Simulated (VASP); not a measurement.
```xyz
4
Lattice="4.5867 0.0000 0.0000 -2.2934 3.9722 0.0000 0.0000 0.0000 5.3290" Properties=species:S:1:pos:R:3 pbc="T T T"
Hf     0.0000     2.6481     4.9960
Hf     2.2934     1.3241     2.3316
As     0.0000     2.6481     2.3313
As     2.2934     1.3241     4.9958
```

All values below come from PBE GGA, VASP's PBE PAW potentials (set 64) (plane waves; VASP). Settings: 400 eV cut-off, 9×9×7 Γ-centred mesh, tetrahedra with Blöchl corrections, potentials Hf_pv As.

The cores are frozen, which limits the accuracy of field gradients.

Task: Give the principal components of the electric field gradient (V/Å²) and the asymmetry η at each nucleus.

Result: 
```csv
atom,Vxx,Vyy,Vzz,η
Hf1,53.4,53.4,-106.8,0.00
Hf2,53.4,53.4,-106.8,0.00
As3,-4.3,-4.3,8.6,0.00
As4,-4.3,-4.3,8.6,0.00
```

The structure was generated: HfAs was put into the wurtzite type (P6_3mc), which need not be its known phase. It was relaxed first, which changed the volume by -38 %. The relaxed cell has space group P6_3/mmc.
